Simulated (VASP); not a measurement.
# Mg6NbCo (Amm2) in VASP: reference runs

How does Mg6NbCo come out in PBE? The cell is run as given.

Program: VASP 6.6.1. These are calculated values, not measurements. Logs are shortened: lines on timing, memory, paths and dates and some standing lists are left out, and cuts for length are marked.

**1. The structure**

It takes space group Amm2 (No. 38, orthorhombic). The conventional cell has a = 4.725 Å, b = 5.968 Å, c = 11.004 Å, α = 90.00°, β = 90.00°, γ = 90.00°. Nb (site symmetry mm2) has 2 Co at 2.64 Å and 8 Mg at 2.92 to 3.02 Å as nearest neighbours. Co (site symmetry mm2) is surrounded by 2 Nb at 2.64 Å and 4 Mg at 2.80 to 3.00 Å. Mg (site symmetry mm2) is surrounded by 10 Mg at 2.93 to 3.20 Å and 2 Nb at 3.00 Å. Mg (site symmetry m) is surrounded by 8 Mg at 2.89 to 3.20 Å and 1 Nb at 2.92 Å and 2 Co at 3.08 Å. Mg (site symmetry mm2) has 10 Mg at 2.93 to 3.16 Å and 2 Co at 3.00 Å as nearest neighbours. Around Mg (site symmetry m) lie 1 Co at 2.80 Å and 8 Mg at 2.86 to 3.16 Å and 2 Nb at 3.02 Å.

The cell comes from a database or a generator and needn't be the stable form of this composition.

**2. Single point, PBE, collinear spin, ferromagnetic start**

Input file INCAR:

```
SYSTEM = Mg6NbCo
PREC = Accurate
ENCUT = 520
EDIFF = 1E-7
ISMEAR = -1
SIGMA = 0.05
LREAL = .False.
LASPH = .True.
NELM = 150
ALGO = Normal
ISIF = 2
LWAVE = .False.
LCHARG = .True.
ISPIN = 2
MAGMOM = 0 2 0 0 0 0 0 0
LORBIT = 11
LMAXMIX = 4
GGA = PE
LELF = .True.
LVHAR = .True.
NBANDS = 31
```

Input file KPOINTS:

```
Automatic mesh
0
Gamma
  6 5 5
  0 0 0
```

Input file POSCAR:

```
Mg6NbCo
1.0
    4.7252050000      0.0000000000      0.0000000000
    0.0000000000      2.9837660000      5.5018125000
    0.0000000000     -2.9837660000      5.5018125000
Nb Co Mg
1 1 6
Direct
    0.5000000000      0.6929430000      0.6929430000
    0.0000000000      0.8005440000      0.8005440000
    0.5000000000      0.1688050000      0.1688050000
    0.5000000000      0.1659030000      0.6818490000
    0.5000000000      0.6818490000      0.1659030000
    0.0000000000      0.3261520000      0.3261520000
    0.0000000000      0.3423490000      0.8214550000
    0.0000000000      0.8214550000      0.3423490000
```

Potentials or basis: VASP PAW PBE potentials, release 64 (Nb_sv, Co, Mg).

The run is started by

```bash
> cat potpaw_PBE.64/Nb_sv/POTCAR potpaw_PBE.64/Co/POTCAR potpaw_PBE.64/Mg/POTCAR > POTCAR
> mpirun -np 1 vasp_std > vasp.out
```

OUTCAR:

```text
SYSTEM = Mg6NbCo
   PREC = Accurate
   ENCUT = 520
   EDIFF = 1E-7
   ISMEAR = -1
   LREAL = .False.
   LASPH = .True.
   NELM = 150
   ISIF = 2
   ISPIN = 2
   LORBIT = 11
   GGA = PE

 ion  position               nearest neighbor table
   1  0.500  0.693  0.693-   2 2.64   2 2.64   5 2.92   4 2.92   3 3.00   3 3.00   8 3.02   7 3.02
                             7 3.02   8 3.02   4 3.34   5 3.34
   2  0.000  0.801  0.801-   1 2.64   1 2.64   8 2.80   7 2.80   6 3.00   6 3.00   5 3.08   4 3.08
                             4 3.08   5 3.08
   3  0.500  0.169  0.169-   6 2.93   6 2.93   8 2.99   7 2.99   7 2.99   8 2.99   1 3.00   1 3.00
                             4 3.06   5 3.06   5 3.20   4 3.20
   4  0.500  0.166  0.682-   5 2.89   1 2.92   7 2.94   7 2.94   6 3.02   6 3.02   3 3.06   5 3.08
                             2 3.08   2 3.08   3 3.20   1 3.34
   5  0.500  0.682  0.166-   4 2.89   1 2.92   8 2.94   8 2.94   6 3.02   6 3.02   3 3.06   4 3.08
                             2 3.08   2 3.08   3 3.20   1 3.34
   6  0.000  0.326  0.326-   3 2.93   3 2.93   2 3.00   2 3.00   5 3.02   4 3.02   4 3.02   5 3.02
                             8 3.10   7 3.10   8 3.16   7 3.16
   7  0.000  0.342  0.821-   2 2.80   8 2.86   4 2.94   4 2.94   3 2.99   3 2.99   1 3.02   1 3.02
                             6 3.10   8 3.11   6 3.16
   8  0.000  0.821  0.342-   2 2.80   7 2.86   5 2.94   5 2.94   3 2.99   3 2.99   1 3.02   1 3.02
                             6 3.10   7 3.11   6 3.16

  LATTYP: Found a base centered orthorhombic cell.
 ALAT       =     5.9675320000
 B/A-ratio  =     1.8439155416
 C/A-ratio  =     0.7918189630

  Lattice vectors:

 A1 = (   0.0000000000,   2.9837660000,  -5.5018125000)
 A2 = (   0.0000000000,   2.9837660000,   5.5018125000)
 A3 = (   4.7252050000,   0.0000000000,   0.0000000000)

Analysis of symmetry for initial positions (statically):
=====================================================================
 Subroutine PRICEL returns:
 Original cell was already a primitive cell.

 Routine SETGRP: Setting up the symmetry group for a
 base centered orthorhombic supercell.

 Subroutine GETGRP returns: Found  4 space group operations
 (whereof  4 operations were pure point group operations)
 out of a pool of  8 trial point group operations.

The static configuration has the point symmetry C_2v.

Analysis of symmetry for dynamics (positions and initial velocities):
=====================================================================
 Subroutine PRICEL returns:
 Original cell was already a primitive cell.

 Routine SETGRP: Setting up the symmetry group for a
 base centered orthorhombic supercell.

 Subroutine GETGRP returns: Found  4 space group operations
 (whereof  4 operations were pure point group operations)
 out of a pool of  8 trial point group operations.

[... 174 lines left out ...]

 E-fermi :   4.2656     XC(G=0):  -9.5630

 val. band max:        4.2544673214   @ k =   0.3333   0.4000   0.2000
 cond. band min:       4.2789508054   @ k =   0.0000   0.2000   0.0000
 fundamental gap:      0.0244834839
 Fermi energy:         4.2656208239

 spin component 1

 k-point     1 :       0.0000    0.0000    0.0000
  band No.  band energies     occupation
      1     -50.5067      1.00000
      2     -26.5994      1.00000
      3     -26.5649      1.00000
      4     -26.5051      1.00000
      5      -2.8046      1.00000
      6       1.4068      1.00000
[... 757 lines left out ...]
     28       9.7639      0.00000
     29      10.1774      0.00000

 [... further k-points ...]

 spin component 2

 k-point     1 :       0.0000    0.0000    0.0000
  band No.  band energies     occupation
      1     -50.5776      1.00000
      2     -26.6789      1.00000
      3     -26.6585      1.00000
      4     -26.5770      1.00000
      5      -2.7973      1.00000
      6       1.4580      1.00000
[... 757 lines left out ...]
     28       9.7911      0.00000
     29      10.2014      0.00000

 [... further k-points ...]

 [bands above 29 left out]

------------------------ aborting loop because EDIFF is reached ----------------------------------------

  FORCE on cell =-STRESS in cart. coord.  units (eV):
  Direction    XX          YY          ZZ          XY          YZ          ZX
  --------------------------------------------------------------------------------------
  -------------------------------------------------------------------------------------
  Total       -0.5513722     -0.3483678     -0.0819783      0.0000000      0.0000000      0.0000000
  in kB       -5.6942202     -3.5977204     -0.8466198      0.0000000      0.0000000      0.0000000
  external PRESSURE =      -3.3795202 kB  Pullay stress =       0.0000000 kB

 VOLUME and BASIS-vectors are now :
 -----------------------------------------------------------------------------
  energy-cutoff  :      520.00
  volume of cell :      155.14
      direct lattice vectors                 reciprocal lattice vectors
     4.725205000  0.000000000  0.000000000     0.211631030  0.000000000  0.000000000
     0.000000000  2.983766000  5.501812500     0.000000000  0.167573463  0.090879142
     0.000000000 -2.983766000  5.501812500     0.000000000 -0.167573463  0.090879142

 POSITION                                       TOTAL-FORCE (eV/Angst)
 -----------------------------------------------------------------------------------
      2.36260      0.00000      7.62488         0.000000      0.000000      0.032194
      0.00000      0.00000      8.80889         0.000000      0.000000     -0.026358
      2.36260      0.00000      1.85747         0.000000      0.000000     -0.002356
      2.36260     -1.53946      4.66417         0.000000      0.018950      0.019824
      2.36260      1.53946      4.66417         0.000000     -0.018950      0.019824
      0.00000      0.00000      3.58885         0.000000      0.000000     -0.001800
      0.00000     -1.42954      6.40303         0.000000      0.022643     -0.020665
      0.00000      1.42954      6.40303         0.000000     -0.022643     -0.020665
 -----------------------------------------------------------------------------------
    total drift:                                0.000000      0.000000      0.000011

  FREE ENERGIE OF THE ION-ELECTRON SYSTEM (eV)
  ---------------------------------------------------
  free  energy   TOTEN  =       -24.8426654712 eV

  energy  without entropy=      -24.8046733396  energy(sigma->0) =      -24.82366941

 total charge

# of ion       s       p       d       tot
------------------------------------------
    1        2.183   5.967   2.429  10.578
    2        0.426   0.291   7.280   7.996
    3        0.226   0.167   0.016   0.410
    4        0.214   0.152   0.016   0.383
    5        0.214   0.152   0.016   0.383
    6        0.202   0.138   0.017   0.357
    7        0.218   0.155   0.018   0.391
    8        0.218   0.155   0.018   0.391
--------------------------------------------------
tot          3.900   7.178   9.811  20.889

 magnetization (x)

# of ion       s       p       d       tot
------------------------------------------
    1       -0.004  -0.003  -0.104  -0.111
    2        0.009   0.002   0.671   0.682
    3        0.001   0.005  -0.000   0.007
    4        0.000  -0.000  -0.000   0.000
    5        0.000  -0.000  -0.000   0.000
    6       -0.002  -0.000   0.000  -0.002
    7        0.001   0.001  -0.000   0.001
    8        0.001   0.001  -0.000   0.001
--------------------------------------------------
tot          0.007   0.005   0.567   0.579
```

It took 14 min on 1 thread of Intel Xeon Platinum 8375C at 2.90GHz (Ice Lake), shared host; peak memory 0.52 GiB.

What came out:

- Free energy: -24.8427 eV
- Pressure: -0.3 GPa
- Largest force: 0.032 eV/Å
- Band gap on the k mesh: none (metal or under the smearing width)
- Net moment: 0.56 μB per cell
- Site moments: Nb -0.11; Co +0.68; Mg +0.01, +0.00, -0.00 μB
- Valence electrons inside the program's atomic spheres: Nb 10.58; Co 8.00; Mg 0.41, 0.38, 0.36, 0.39

Forces on the atoms (eV/Å):
```
Nb   0.000  0.000  0.032
Co   0.000  0.000 -0.026
Mg   0.000  0.000 -0.002
Mg   0.000  0.019  0.020
Mg   0.000 -0.019  0.020
Mg   0.000  0.000 -0.002
Mg   0.000  0.023 -0.021
Mg   0.000 -0.023 -0.021
```
